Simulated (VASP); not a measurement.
Here is the system:

```xyz
1
Lattice="0.0000 1.9000 1.9000 1.9000 0.0000 1.9000 1.9000 1.9000 0.0000" Properties=species:S:1:pos:R:3 pbc="T T T"
Rh     0.0000     0.0000     0.0000
```

The numbers are results of SCAN meta-GGA, VASP's PBE PAW potentials (set 64) (plane waves; VASP), not measurements. Run with 520 eV cut-off, 15×15×15 Γ-centred mesh, first-order Methfessel-Paxton smearing of 0.10 eV, potentials Rh_pv.

Task: The ions, cell shape and volume are relaxed. Which structure does the run end with?

Result: 
```xyz
1
Lattice="0.0000 1.8922 1.8922 1.8922 0.0000 1.8922 1.8922 1.8922 0.0000" Properties=species:S:1:pos:R:3 pbc="T T T"
Rh     1.8922     0.0000     1.8922
```
Space group Fm-3m (225), at a tolerance of 0.03 Å.

Task: How do energy and volume change from the first to the last step?

Result: The energy (σ→0) changes by -1.4 meV/atom and the volume by -1.2 %, in 4 ionic steps.

| step | E(σ→0) (eV) | max force (eV/Å) | pressure (GPa) | volume (Å³) |
|---|---|---|---|---|
| 1 | -33.7572 | 0.000 | -3.56 | 13.72 |
| 2 | -33.7443 | 0.000 | 10.16 | 13.12 |
| 3 | -33.7586 | 0.000 | -0.50 | 13.57 |
| 4 | -33.7586 | 0.000 | 0.05 | 13.55 |

The compound is Rh in the fcc structure. This run relaxes it. Symmetry was kept, so distortions that lower it aren't found.
